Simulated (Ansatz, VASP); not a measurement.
# KTaSe3: VASP beside Ansatz, part 2 of 2

Aim: how closely do two programs agree when they are given the same cell, functional and k mesh? The cell is generated by rule, not measured, and may not be a known phase. The cell is taken from a series of runs on this material, whose earlier steps may have relaxed, scaled, displaced or heated it; both programs get it as it stands.

VASP 6.6.1 and Ansatz 0.2.0.

So far: The starting structure; VASP: relaxation of cell and atoms, LDA.

The structure was built from a prototype and need not be the compound's stable phase.

## 3. Ansatz: relaxation of cell and atoms, LDA

Level of this step: Ansatz beside VASP: Kohn-Sham DFT, plane waves, LDA (Ansatz).

Ansatz runs on its default PAW (the set named soft_2) files.

The same cell, functional (in two slightly different forms), mesh and smearing now go to Ansatz, which takes its cutoff from its data sets.

File input.yaml:

```yaml
crystal:
  lattice:
    - [4.9985849006, 0.0, 0.0]
    - [0.0, 4.9985849006, 0.0]
    - [0.0, 0.0, 4.9985849006]
  atoms:
    - { symbol: K, position: [0.0, 0.0, 0.0] }
    - { symbol: Ta, position: [0.5, 0.5, 0.5] }
    - { symbol: Se, position: [0.5, 0.5, 0.0] }
    - { symbol: Se, position: [0.5, 0.0, 0.5] }
    - { symbol: Se, position: [0.0, 0.5, 0.5] }
kpoints:
  mp_grid: { grid: [6, 6, 6] }
hamiltonian:
  xc: lda
scf:
  occupations: { method: methfessel_paxton, width: 0.15 }
output:
  forces: true
  stress: true
  eigenvalues: true
relax:
  adjacent_minimum: "off"
  f_tol: 0.001
  max_steps: 60
  cell: { stress_tol: 0.01 }
```

Command:

```bash
ansatz run input.yaml --threads 8 --pin off --max-ram 14336MiB --backend cpu --events-out ev --progress --plain --runs-dir out
```

Numbers of over 12 decimals in the logs are rounded to 6 here.

The log of the run:

```text
Engine: ansatz 0.2.0, x86_64-unknown-linux-gnu
Pseudopotentials: kind: paw
Pseudopotential: K, paw, valence charge 9, recommended cutoff 420 eV (normal), K.paw.azcp
Pseudopotential: Ta, paw, valence charge 13, recommended cutoff 420 eV (normal), Ta.paw.azcp
Pseudopotential: Se, paw, valence charge 16, recommended cutoff 420 eV (normal), Se.paw.azcp
Functional definition: SPW92
  exchange = slater_x
  correlation = pw_c
Crystal: 5 atoms, lattice volume = 124.894 Å³
Basis set: ecut = 420 eV, 2469 PW (Γ)
Bands: 42, of which v1, the nominal top of the filled ones, is band 35 counted from 1 (34 counted from 0)
Symmetry: 48 space group operations
Space group: Pm-3m (ITA 221), of the structure as read, at distance tolerance 5.0e-5 Å
k-points: 20 of 216
Non-local potential: K, projectors of the file, l = 0: 3, l = 1: 2, l = 2: 2
Non-local potential: Ta, projectors of the file, l = 0: 3, l = 1: 2, l = 2: 2, l = 3: 1
Non-local potential: Se, projectors of the file, l = 0: 2, l = 1: 2, l = 2: 3, l = 3: 1
PAW form: soft (Blöchl's): semilocal exchange-correlation on the pseudo side does not see the compensation charge
PAW frozen core: K, regenerated for the run's functional, and the local potential with it (the file was generated under x = pbe(κ = 0.804, μ = 0.219515), c = pbe(β = 0.066725))
PAW frozen core: Ta, regenerated for the run's functional, and the local potential with it (the file was generated under x = pbe(κ = 0.804, μ = 0.219515), c = pbe(β = 0.066725))
PAW frozen core: Se, regenerated for the run's functional, and the local potential with it (the file was generated under x = pbe(κ = 0.804, μ = 0.219515), c = pbe(β = 0.066725))
PAW one-centre angular grid: K, 110 points (default); XC on 64 Gauss nodes
PAW one-centre angular grid: Ta, 590 points (default); XC on 64 Gauss nodes
PAW one-centre angular grid: Se, 590 points (default); XC on 64 Gauss nodes
Initial density: superposition of atomic densities (neutral atoms: chi_scale 0, normalization atom), corrected by the library's trained network
Initial wavefunctions: pseudopotential atomic-orbital guess
Functional: x = slater, c = lda
SCF iter   1: F=—  HF=-27332.562203 eV  |F-HF|=—  |Δ(HF+E_count)|=         —  Δρ=5.05e-3  dr2=2.08e-2  ethr=1.77e-3  ⟨swp⟩=6.8  Hψ=3140  notcnv=0
preconditioner: auto → Resta (q_TF=auto, 2.477 Å⁻¹)  ε∞=4.2  [insulator: Δε(μ)=0.262 eV  Ē_g=10.135 eV  σ=0.150 eV  W_gap=0.79  n_scr=26 (ndim 8)  ℏωp=18.2 eV  f_vac=0.050  D(μ)=0.59/eV (n_scr^D=0)  ε∞_Penn≈4.2]
SCF iter   2: F=—  HF=-27332.559719 eV  |F-HF|=—  |Δ(HF+E_count)|=   2.48e-3  S|Δr|=    0.00e0  Δρ=2.76e-3  dr2=4.77e-3  ethr=2.98e-5  ⟨swp⟩=2.7  Hψ=1551  notcnv=0
SCF iter   3: F=—  HF=-27332.559092 eV  |F-HF|=—  |Δ(HF+E_count)|=   6.27e-4  S|Δr|=    0.00e0  Δρ=1.07e-3  dr2=1.31e-3  ethr=6.81e-6  ⟨swp⟩=2.4  Hψ=1452  notcnv=0
SCF iter   4: F=—  HF=-27332.558936 eV  |F-HF|=—  |Δ(HF+E_count)|=   1.56e-4  S|Δr|=    0.00e0  Δρ=1.75e-4  dr2=7.94e-5  ethr=1.87e-6  ⟨swp⟩=2.0  Hψ=883  notcnv=0
SCF iter   5: F=—  HF=-27332.558933 eV  |F-HF|=—  |Δ(HF+E_count)|=   2.42e-6  S|Δr|=    0.00e0  Δρ=4.64e-5  dr2=4.49e-6  ethr=1.13e-7  ⟨swp⟩=2.0  Hψ=1005  notcnv=0
SCF iter   6: F=—  HF=-27332.558932 eV  |F-HF|=—  |Δ(HF+E_count)|=   1.04e-6  S|Δr|=    0.00e0  Δρ=1.63e-5  dr2=4.36e-7  ethr=6.42e-9  ⟨swp⟩=2.0  Hψ=1481  notcnv=0
SCF iter   7: F=-27332.558932 eV  HF=-27332.558932 eV  |F-HF|=4.75e-8  |Δ(HF+E_count)|=   1.58e-7  S|Δr|=    0.00e0  Δρ=5.47e-6  dr2=4.50e-8  ethr=1.43e-10  ⟨swp⟩=7.8  Hψ=3653  notcnv=0
SCF 1 converged in 7 iterations: F = -27332.558932 eV  dr2 = 4.50e-8
  greatest PAW one-centre occupation: 1.000 electrons in one spin orbital (limit 2), on the Ta atom at site 1 (counted from 0), in its partial waves of l = 0
relax step   1: F+E_penalty+E_count = -27332.55893215 eV  Δ(F+E_penalty+E_count) = +0.000e0 eV  max|allowed force component| = 5.359e-29 eV/Å  Δτ_max = 0.0000 Å  P = -0.021 GPa  Ω = 124.894 Å³  (7 SCF iters, dr2 threshold 1.00e-7 eV, accepted)
[...]
relax step   2: F+E_penalty+E_count = -27332.55894123 eV  Δ(F+E_penalty+E_count) = -9.084e-6 eV  max|allowed force component| = 1.867e-30 eV/Å  Δτ_max = 0.0000 Å  P = +0.008 GPa  Ω = 124.847 Å³  energy of the carried Pulay correction = +7.252e-6 eV  (6 SCF iters, dr2 threshold 1.11e-9 eV, accepted)
[...]
relax step   3: F+E_penalty+E_count = -27332.55894123 eV  Δ(F+E_penalty+E_count) = +7.276e-12 eV  max|allowed force component| = 3.208e-30 eV/Å  Δτ_max = 0.0000 Å  P = +0.008 GPa  Ω = 124.847 Å³  stress off target by 8.40e-3 GPa  SCF on the basis re-selected at this cell (its energy is not comparable with the rows above)  (5 SCF iters)
basis re-selected at this cell: Δ(F+E_penalty+E_count) = +7.276e-12 eV, ΔP = -0.000 GPa vs the last step (what re-selecting the basis moved, of the pressure what is left beyond the Pulay correction that the steps carried, after the strain that the cell walked since its last selection, with what the two solves' SCF thresholds leave and, on support functions, any second-order correction that the steps lacked; it is no  [...]
SCF converged after 5 iterations
Stability not checked: this state was not tested for a lower state beside it, because cold or Methfessel-Paxton smearing, or corrected tetrahedra, fill the levels in a way that the test cannot read (fill_not_monotonic; see scf.lower_state_search)
Free energy (F): -27332.558941 eV
Harris-Foulkes:  -27332.558941 eV  (|F-HF|=7.28e-12)
Internal energy: -27332.566348 eV  (E = F + TS)
E sigma→0 (E₀):  -27332.560793 eV
Entropy (-TS):   0.007407 eV (1.481 meV/atom)
Fermi energy:    8.672693 eV
Step filling:    the computed levels leave a gap of 0.2614 eV = 1.7 smearing widths at the electron count; against every level under it full and every level over it empty, smearing changes F+E_penalty+E_count by +2.297 meV and its σ→0 estimate by +0.446 meV
--- Per-component energies (eV) ---
  E_band       = -1449.912990
  E_kinetic    = 981.061625
  E_local      = -9345.309361  (includes V_loc(G=0)·N_el)
  E_nonlocal   = -1734.219999
  E_hartree    = 4409.565618
  E_xc         = -662.431290
  E_vxc        = -665.447393  (∫ρ·V_xc dr)
  E_paw        = -14370.799589  (= ΣΔE_a)
  E_vpaw       = 494.872685  (= ΣTr[D̂ρ^β])
  E_aug_tail   = -0.001753  (compensation charges beyond the density's cutoff)
  E_ewald      = -6617.600089
  E_core_change = 7.168490  (= ΣΔE_core)
  E_smearing   = 0.007407  (= −TS)
  E_closure    = 0.000000  (closes the sum)
  Σ components = -27332.558941   (vs F -27332.558941, Δ=0.00e0)
--- Forces (eV/Å), atoms counted from 1 ---
  atom   1  K      0.00000000    -0.00000000     0.00000000
  atom   2  Ta     0.00000000     0.00000000     0.00000000
  atom   3  Se    -0.00000000    -0.00000000     0.00000000
  atom   4  Se     0.00000000    -0.00000000     0.00000000
  atom   5  Se     0.00000000     0.00000000     0.00000000
  max |Σ_I F_I| component: 5.00e-30 eV/Å
--- Stress (GPa, compression-positive) ---
        0.008402       0.000000       0.000000
        0.000000       0.008402      -0.000000
        0.000000      -0.000000       0.008402
  P = ⅓ Tr σ = 0.0084 GPa (0.084 kbar)
--- Band table (eV; the first three rows and the last of 20) ---
  k-point 0: bands = [... 31 lower, 7.2668, 7.6512, 7.6512, 7.6512, 8.0658, 8.0658, 8.0658, 10.0396, ... 3 higher]
  k-point 1: bands = [... 31 lower, 7.0806, 7.0862, 7.6671, 7.7633, 7.7633, 8.8881, 8.8881, 10.0618, ... 3 higher]
  k-point 2: bands = [... 31 lower, 6.1165, 6.7761, 7.6995, 7.7402, 7.7402, 10.0069, 10.0069, 10.0909, ... 3 higher]
  k-point 19: bands = [... 31 lower, 3.9312, 8.7874, 8.7874, 8.7874, 10.7385, 10.7385, 10.7385, 11.8414, ... 3 higher]
--- Relaxed structure (2 steps of the walk, 2 accepted, 1 SCFs on fresh bases) ---
  F+E_penalty+E_count = -27332.55894123 eV   max|allowed force component| = 3.208e-30 eV/Å   (the final SCF, on the basis selected at the relaxed cell)
  cell:  # Å, volume = 124.8473 Å³
    - [4.997964, 0, 0.0]
    - [0, 4.997964, 0]
    - [0.0, 0, 4.997964]
  atoms:
    - { symbol: K, position: [0, 0, 0] }
    - { symbol: Ta, position: [0.5, 0.5, 0.5] }
    - { symbol: Se, position: [0.5, 0.5, 0] }
    - { symbol: Se, position: [0.5, 0, 0.5] }
    - { symbol: Se, position: [0, 0.5, 0.5] }
```

Reading the cycles: dr2 is the Hartree energy of the density residual (eV), the measure of convergence; HF is the Harris–Foulkes estimate of the energy, which meets the free energy F at convergence.

## 4. Differences

Known differences besides the potentials themselves: the two LDA forms differ slightly; the data sets hold 70 valence electrons in Ansatz (on its default PAW (the set named soft_2) files) and 38 in VASP; the cutoff is 420 eV in Ansatz and 500 eV in VASP; VASP's log shows a relativistic correction to its local exchange, Ansatz's none; Ansatz adds a Pulay correction to the stress that steers its cell, VASP none. Total energies have different zeros and are not compared.

Both answers:

```tsv
quantity	Ansatz	VASP	difference
volume (Å³)	124.85	125.40	-0.44 %
edge a after relaxation, in the typed setting (Å)	4.998	5.005	-0.15 %
```

## 5. Outcome

| Property | Result |
| --- | --- |
| difference in volume (relaxation of cell and atoms, LDA) | -0.44 % |

What this shows: The difference in volume is -0.44 % (relaxation of cell and atoms, LDA), within the 1.2 % picked in this series as the mark of a large difference, as far as the stopping tolerances let one tell. The data sets hold unlike numbers of valence electrons (70 in Ansatz and 38 in VASP), so part of the differences comes from the potentials. 1 further run of this series is not shown here. Such differences can come from data sets, numerical settings and the points named under the comparisons, not from the functional's error against experiment.

[Lines on the potential files, build, host, timing and source positions are cut from VASP's logs without a mark.]

[Logs are printed without paths, hosts, clocks, repeated set-up lines and the standing remarks that a program may print on its own settings, such as how far it seeks lower states.]

[Hosts, paths, dates, database ids (printed as entryN), source tags and the programs' standing remarks are cut or masked in the printed files.]
